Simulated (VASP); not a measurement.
# Ba2Tl5V3O12 under changes of volume

One of the cells (36.877 Å³/atom); the others are scaled copies at fixed shape and fractional positions:

```
Ba V Tl O
1.0
    11.04725    0.00000    0.00000
     0.00000   11.04725    0.00000
     0.00000    0.00000    6.64774
Ba V Tl O
2 3 5 12
Direct
  0.00000 0.50000 0.00000
  0.50000 0.00000 0.00000
  0.50000 0.50000 0.00000
  0.50000 0.00000 0.50000
  0.00000 0.50000 0.50000
  0.50000 0.50000 0.50000
  0.71260 0.28740 0.40228
  0.28740 0.71260 0.40228
  0.71260 0.71260 0.59772
  0.28740 0.28740 0.59772
  0.41064 0.58936 0.15770
  0.58936 0.41064 0.15770
  0.58936 0.58936 0.84230
  0.41064 0.41064 0.84230
  0.58661 0.08570 0.33378
  0.41339 0.08570 0.66622
  0.58661 0.91430 0.66622
  0.41339 0.91430 0.33378
  0.08570 0.58661 0.33378
  0.08570 0.41339 0.66622
  0.91430 0.58661 0.66622
  0.91430 0.41339 0.33378
```

The cell was built by a generator and needn't be a form met in nature.

- Program: VASP 6.6.1
- Functional: PBE
- Potentials or basis: VASP PAW PBE potentials, release 64 (Ba_sv, V_sv, Tl_d, O)
- Cutoff: 520 eV
- k mesh: 3 × 3 × 4
- Occupations: fermi-dirac, width 0.05 eV
- Spin: collinear spin, ferromagnetic start
- Starting moments: [0.0, 0.0, 2.0, 2.0, 2.0, 0.0, 0.0, 0.0, 0.0, 0.0, 0.0, 0.0, 0.0, 0.0, 0.0, 0.0, 0.0, 0.0, 0.0, 0.0, 0.0, 0.0] μB

```csv
volume (Å³/atom),energy over the lowest point (meV/atom),pressure (GPa),gap on the mesh (eV),largest force (eV/Å)
33.985,?,?,?,?
34.708,12.92,2.4,2.52,0.954
35.431,4.32,1.3,2.55,0.555
36.877,0.00,-0.5,2.58,0.228
37.600,3.45,-1.2,2.60,0.527
38.324,10.15,-1.9,2.61,0.822
```

What does the run at 33.985 Å³/atom give?

Energy over the lowest point 26.46 meV/atom; pressure 3.5 GPa; gap on the mesh 2.49 eV; largest force 1.388 eV/Å.

Worked out: A Birch-Murnaghan fit of order 3 (a polynomial in V^(-2/3)) to the other rows has its minimum at 36.54 Å³/atom with B0 = V·E''(V) = 42 GPa and B' = 4.3 at fixed shape and positions, which overstates the stiffness. It gives 26.46 meV/atom at 33.985 Å³/atom, against the run's 26.46, and -dE/dV = 3.6 GPa, against 3.5. A straight line through the other rows of the gap, of slope 0.892 eV per unit of ln V, extrapolates to 2.51 eV, against the run's 2.49.

Energies are extrapolated to zero smearing.

Caveats: spin-orbit coupling is left out, which as a rule narrows the gap of such compounds by several tenths of an eV; an odd mesh through Γ misses points on the zone boundary, where band edges often lie; forces of over 1 eV/Å show positions far from the minimum, so gaps and moduli don't describe the material at rest (some runs).
